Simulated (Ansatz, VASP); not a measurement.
## Two plane-wave programs on BiMo

INCAR

```
PREC     = Accurate       # precision mode
ENCUT    = 520            # plane-wave cutoff, eV
EDIFF    = 1E-8           # SCF threshold, eV
ISMEAR   = -1             # smearing method
SIGMA    = 0.08           # smearing width, eV
LREAL    = False          # projectors in reciprocal space
LASPH    = True           # aspherical terms in the spheres
NELM     = 100            # most SCF steps
ALGO     = Normal         # electronic algorithm
ISIF     = 2              # what is computed and relaxed
LWAVE    = False          # write WAVECAR
LCHARG   = False          # write CHGCAR
GGA      = PE             # functional
LEFG     = True         
NBANDS   = 22             # bands
```

The input KPOINTS:

```
regular mesh
0
Gamma
  11 11 11
```

POSCAR

```
BiMo
1.0
    0.0000000000      3.1150787229      3.1150787229
    3.1150787229      0.0000000000      3.1150787229
    3.1150787229      3.1150787229      0.0000000000
Mo Bi
1 1
Direct
    0.0000000000      0.0000000000      0.0000000000
    0.2500000000      0.2500000000      0.2500000000
```

Input for Ansatz:

```yaml
crystal:
  lattice:
    - [0.0, 3.1150787229, 3.1150787229]
    - [3.1150787229, 0.0, 3.1150787229]
    - [3.1150787229, 3.1150787229, 0.0]
  atoms:
    - { symbol: Mo, position: [0.0, 0.0, 0.0] }
    - { symbol: Bi, position: [0.25, 0.25, 0.25] }
kpoints:
  mp_grid: { grid: [11, 11, 11] }
scf:
  occupations: { method: fermi_dirac, width: 0.08 }
hamiltonian:
  xc: pbe
  pseudopotentials: { kind: paw }
output:
  forces: true
  stress: true
  eigenvalues: true
  efg: { contact_densities: true }
```

Change from the starting cell: volume scaled by 0.96, PAW files.

Alike in both runs: task electric field gradients; functional PBE; k mesh 11 × 11 × 11; occupations fermi-dirac, width 0.08 eV; no spin polarisation.

|  | VASP | Ansatz |
| --- | --- | --- |
| version | VASP 6.6.1 | Ansatz 0.2.0 |
| potentials or method | VASP PAW PBE potentials, release 64 (Mo_sv, Bi_d) | PAW with Ansatz's default frozen-core files, scalar-relativistic |
| plane-wave cutoff (eV) | 520 | 420 |
| valence electrons in the cell | 29 | 29 |

```csv
,VASP,Ansatz,Ansatz less VASP
pressure (GPa),3.0,2.9,-0.03
Vzz of the field gradient on the site that differs most (V/Å²),0.0,0.0,0.00
```

With one functional, cell and mesh, what is left measures potentials, basis and numerics. Ansatz warned: «gradients_without_spin_orbit».

Caveats: spin-orbit coupling is left out, which moves the levels of the heavy elements.
